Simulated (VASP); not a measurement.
All values below come from PBE GGA, VASP's PBE PAW potentials (set 64) (plane waves; VASP).

The input files of a VASP run:

### KPOINTS
```
K-points
0
G
 14 14 6
```

INCAR:
```
# general
SYSTEM  = Cd
PREC    = Accurate
ENCUT   = 480   # plane-wave cut-off (eV)
LREAL   = .FALSE.   # projection in real space or not
LASPH   = .TRUE.

# electronic loop
EDIFF   = 1E-7   # SCF stop (eV)
NELM    = 100   # most electronic steps
ALGO    = Normal   # blocked Davidson
LMAXMIX = 4   # l cut-off of mixed one-centre charges

# smearing
ISMEAR  = 1
SIGMA   = 0.1   # width (eV)

# functional
GGA     = PE

# ions
IBRION  = 2
NSW     = 30   # most ionic steps
ISIF    = 2
EDIFFG  = -0.01   # ionic stop

# output
LWAVE   = .FALSE.
LCHARG  = .FALSE.
```

File POSCAR:
```
Cd
1
    1.5040479112    -2.6050877008     0.0000000000
    1.5040479112     2.6050877008     0.0000000000
    0.0000000000     0.0000000000     5.8802614040
Cd
2
Direct
  0.3333330000   0.6666670000   0.2500000000
  0.6666670000   0.3333330000   0.7500000000
```

POTCAR, in this order: Cd (PBE.64 set). Program: vasp_std.

The run wrote:

File OSZICAR:
```
       N       E                     dE             d eps       ncg     rms          rms(c)
DAV:   1     0.157730081494E+03    0.15773E+03   -0.12753E+04  3080   0.140E+03
DAV:   2     0.177686165887E+01   -0.15595E+03   -0.15265E+03  3128   0.360E+02
DAV:   3    -0.156587230198E+01   -0.33427E+01   -0.33370E+01  3768   0.627E+01
DAV:   4    -0.157005836237E+01   -0.41861E-02   -0.41857E-02  3512   0.195E+00
DAV:   5    -0.157007035261E+01   -0.11990E-04   -0.11991E-04  3816   0.964E-02    0.392E+00
DAV:   6    -0.148411750568E+01    0.85953E-01   -0.26614E-01  3248   0.651E+00    0.319E+00
DAV:   7    -0.148108216902E+01    0.30353E-02   -0.26901E-02  3488   0.166E+00    0.159E+00
DAV:   8    -0.148173263290E+01   -0.65046E-03   -0.33504E-03  3344   0.803E-01    0.873E-02
DAV:   9    -0.148178582758E+01   -0.53195E-04   -0.37949E-05  3912   0.708E-02    0.337E-02
DAV:  10    -0.148182458849E+01   -0.38761E-04   -0.36243E-05  3344   0.685E-02    0.351E-03
DAV:  11    -0.148182449002E+01    0.98478E-07   -0.27063E-08  3040   0.167E-03
   1 F= -.14818245E+01 E0= -.14818607E+01  d E =-.148182E+01
```

**OUTCAR**
```
------------------------ aborting loop because EDIFF is reached ----------------------------------------
  FORCE on cell =-STRESS in cart. coord.  units (eV):
  Direction    XX          YY          ZZ          XY          YZ          ZX
  --------------------------------------------------------------------------------------
  Total        0.0336784      0.0336784      0.1934756      0.0000000      0.0000000      0.0000000
  in kB        1.1709863      1.1709865      6.7270731      0.0000000      0.0000000      0.0000000
  external PRESSURE =       3.0230153 kB  Pullay stress =       0.0000000 kB
  volume of cell :       46.08
      direct lattice vectors                 reciprocal lattice vectors
     1.504047911 -2.605087701  0.000000000     0.332436218 -0.191932118  0.000000000
     1.504047911  2.605087701  0.000000000     0.332436218  0.191932118  0.000000000
     0.000000000  0.000000000  5.880261404     0.000000000  0.000000000  0.170060467
 POSITION                                       TOTAL-FORCE (eV/Angst)
 -----------------------------------------------------------------------------------
      1.50405      0.86836      1.47007         0.000000      0.000000      0.000000
      1.50405     -0.86836      4.41020        -0.000000      0.000000      0.000000
 -----------------------------------------------------------------------------------
    total drift:                               -0.000013      0.000204      0.000001
  FREE ENERGIE OF THE ION-ELECTRON SYSTEM (eV)
  ---------------------------------------------------
  free  energy   TOTEN  =        -1.4818244900 eV

  energy  without entropy=       -1.4819331545  energy(sigma->0) =       -1.48186071

 reached required accuracy - stopping structural energy minimisation
```
(Selected blocks of OUTCAR.)

**OUTCAR**
```
 val. band max:        2.5449707690   @ k =   0.3571   0.2143   0.0000

 cond. band min:       2.5749565005   @ k =   0.5000  -0.0000   0.5000


 Fermi energy:         2.5617264430

 k-point     1 :       0.0000    0.0000    0.0000
  band No.  band energies     occupation
      1      -7.1637      2.00000
      2      -6.9786      2.00000
      3      -6.6077      2.00000
      4      -6.6077      2.00000
      5      -6.5715      2.00000
      6      -6.5715      2.00000
      7      -6.0945      2.00000
      8      -6.0945      2.00000
      9      -5.9141      2.00000
     10      -5.9141      2.00000
     11      -5.8876      2.00000
     12      -0.9012      2.00000
     13      -0.3294      2.00000
     14      11.8124      0.00000
     15      15.9384      0.00000
     16      17.0199      0.00000

 k-point     2 :       0.0714    0.0000    0.0000
  band No.  band energies     occupation
      1      -7.1138      2.00000
      2      -6.9344      2.00000
      3      -6.6254      2.00000
      4      -6.5885      2.00000
      5      -6.5635      2.00000
      6      -6.5285      2.00000
      7      -6.1307      2.00000
      8      -6.1085      2.00000
      9      -5.9731      2.00000
     10      -5.9147      2.00000
     11      -5.7785      2.00000
     12      -0.8240      2.00000
     13      -0.1439      2.00000
     14      11.9724      0.00000
     15      15.2033      0.00000
     16      15.9577      0.00000

 k-point     3 :       0.1429    0.0000    0.0000
  band No.  band energies     occupation
      1      -7.0092      2.00000
      2      -6.8481      2.00000
      3      -6.6693      2.00000
      4      -6.5957      2.00000
      5      -6.4374      2.00000
      6      -6.4060      2.00000
      7      -6.2467      2.00000
      8      -6.1456      2.00000
      9      -6.1075      2.00000
     10      -5.9185      2.00000
     11      -5.4190      2.00000
     12      -0.5787      2.00000
     13       0.3832      2.00000
...
```

The compound is Cd in the hcp structure. This cell was strained or had an atom moved on purpose.
